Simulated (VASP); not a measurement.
Crystal: TiSn.

```xyz
2
Lattice="2.8008 0.0000 0.0000 -1.4004 2.4256 0.0000 0.0000 0.0000 4.4276" Properties=species:S:1:pos:R:3 pbc="T T T"
Sn    0.0000    1.6171    1.1069
Ti    1.4004    0.8085    3.3207
```

The cell comes from a database or a generator and needn't be the stable form of this composition.

```yaml
Program: VASP 6.6.1
Task: relaxation of cell and atoms
Functional: PBE
Potentials_or_basis: VASP PAW PBE potentials, release 64 (Sn_d, Ti_sv)
Cutoff: 600 eV
k_mesh: 13 × 13 × 8
Occupations: gaussian, width 0.1 eV
Spin: no spin polarisation
```

At the start: pressure 53.6 GPa; volume 15.04 Å³/atom.

Problem. Where does the relaxation end?

Solution. Over 14 steps the energy falls by 684.2 meV/atom and the volume is 20.06 Å³/atom (+33.4 %); space group P-6m2 (No. 187, to 0.05 Å).

Step by step:
```
step  energy change (eV)  largest force (eV/Å)  pressure (GPa)  volume (Å³)
   1              0.0000                0.0000           53.55        30.08
   2             -0.1547                0.0000          -15.68        57.61
   3             -1.3362                0.0000           -2.17        40.96
   4             -1.3397                0.0000           -1.10        40.49
   5             -1.3402                0.0000           -0.57        40.25
   6             -1.3666                0.0000            0.08        40.05
   7             -1.3683                0.0000            0.27        39.98
   8             -1.3683                0.0000            0.35        39.98
   9             -1.3682                0.0000            0.37        39.97
  10             -1.3683                0.0000           -0.17        40.21
  11             -1.3684                0.0000            0.01        40.12
  12             -1.3684                0.0000            0.06        40.11
  13             -1.3684                0.0000            0.06        40.12
  14             -1.3684                0.0000            0.01        40.13
```

Final structure:
```xyz
2
Lattice="3.1709 0.0000 0.0000 -1.5854 2.7461 0.0000 0.0000 0.0000 4.6084" Properties=species:S:1:pos:R:3 pbc="T T T"
Sn    0.0000    1.8307    1.1521
Ti    1.5854    0.9154    3.4563
```

Caveat: the volume moved by over 15 % at a fixed basis, so the end points are rough.
